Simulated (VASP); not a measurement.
Input:

```
CELL_PARAMETERS angstrom
      4.18038     0.00000     0.00000
      0.00000     4.18038     0.00000
      0.00000     0.00000     4.18038
ATOMIC_POSITIONS crystal
  Cu 0.75000 0.25000 0.75000
  Cu 0.25000 0.75000 0.75000
  Cu 0.75000 0.75000 0.25000
  Cu 0.25000 0.25000 0.25000
  O  0.00000 0.00000 0.00000
  O  0.50000 0.50000 0.50000
```

All values below come from LDA (Ceperley-Alder, Perdew-Zunger), VASP's LDA PAW potentials (set 64) (plane waves; VASP). Settings: 520 eV cut-off, Gaussian smearing of 0.050 eV, potentials Cu O.

Task: Give the energies of bands 18 to 31 at the high-symmetry points, in eV from the valence-band maximum.

Result: 
```csv
band,Γ,X,M,R
18,-2.09,-2.24,-2.40,-2.15
19,-2.09,-2.22,-2.10,-2.15
20,-1.92,-2.22,-2.10,-1.91
21,-1.92,-2.04,-2.10,-1.91
22,-1.92,-2.04,-2.10,-1.91
23,-1.72,-1.84,-1.61,-1.77
24,-1.72,-1.84,-1.61,-1.77
25,-1.72,-1.29,-1.30,-1.08
26,0.00,-1.29,-1.30,-0.62
27,0.00,-0.45,-0.72,-0.62
28,0.00,-0.45,-0.72,-0.62
29,0.69,2.42,1.95,2.37
30,1.04,2.42,1.95,2.37
31,1.04,4.21,3.97,2.37
```

The gap is direct, 0.69 eV, from the valence maximum at Γ to the conduction minimum at Γ.

Measured: gap 2.20 eV (computed value off by -1.51 eV), as given by Wei Chen et al., Physical Review Materials (2018), doi:10.1103/physrevmaterials.2.073803 [zero-point renormalisation of 0.03 eV added back (the table's ZPR column)].

The compound is Cu2O in the cuprite structure. It was relaxed first, which changed the volume by -6 %.
